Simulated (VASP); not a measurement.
An input for Quantum ESPRESSO's pw.x (written as the equivalent of a VASP run, and not itself run):

```
&CONTROL
  calculation = 'vc-relax'
  pseudo_dir = './pseudo'
  outdir = './out'
  tprnfor = .true.
  tstress = .true.
  nstep = 40
  forc_conv_thr = 0.00078
/
&SYSTEM
  ibrav = 0
  nat = 2
  ntyp = 1
  ecutwfc = 74
  occupations = 'smearing'
  smearing = 'methfessel-paxton'
  degauss = 0.00735
  input_dft = 'pbe'
/
&ELECTRONS
  conv_thr = 7.3e-08
  electron_maxstep = 100
/
&IONS
/
&CELL
/
ATOMIC_SPECIES
  Os 190.230 Os.upf
CELL_PARAMETERS angstrom
     1.3775670   -2.3860157    0.0000000
     1.3775670    2.3860157    0.0000000
     0.0000000    0.0000000    4.3411551
ATOMIC_POSITIONS crystal
  Os   0.3333330  0.6666670  0.2500000
  Os   0.6666670  0.3333330  0.7500000
K_POINTS automatic
  15 15 9 0 0 0
```

Task: Write the VASP files for the same calculation (PBE).

Result: This is not unique; one that fits is 
File POSCAR:
```
Os
1
    1.3775670400    -2.3860157420     0.0000000000
    1.3775670400     2.3860157420     0.0000000000
    0.0000000000     0.0000000000     4.3411551170
Os
2
Direct
  0.3333330000   0.6666670000   0.2500000000
  0.6666670000   0.3333330000   0.7500000000
```

### KPOINTS
```
Automatic mesh
0
Gamma
15 15 9
0 0 0
```

**INCAR**
```
# general
SYSTEM   =  Os
PREC     =  Accurate
ENCUT    =  500   # plane-wave cut-off (eV)
LREAL    =  F   # projection in real space or not
LASPH    =  T   # aspherical one-centre terms

# electronic loop
EDIFF    =  1E-6   # SCF stop (eV)
NELM     =  100   # most electronic steps
ALGO     =  Normal
LMAXMIX  =  6

# smearing
ISMEAR   =  1   # Methfessel-Paxton
SIGMA    =  0.1

# functional
GGA      =  PE   # PBE

# ions
IBRION   =  2   # conjugate gradients
NSW      =  40
ISIF     =  3   # ions, shape and volume
EDIFFG   =  -0.02

# output
LWAVE    =  F
LCHARG   =  F
```

POTCAR, in this order: Os (PBE.64 set). Program: vasp_std.

The two are equivalent in intent, not identical: the potentials are each code's own (VASP's PAW set, PseudoDojo norm-conserving files in pw.x), so ENCUT and ecutwfc are chosen apart and not converted; conv_thr bounds pw.x's estimated SCF error, while EDIFF bounds the energy change between steps; forc_conv_thr acts on force components and is met together with etot_conv_thr.

The compound is Os in the hcp structure. This run relaxes it. Symmetry was kept, so distortions that lower it aren't found.
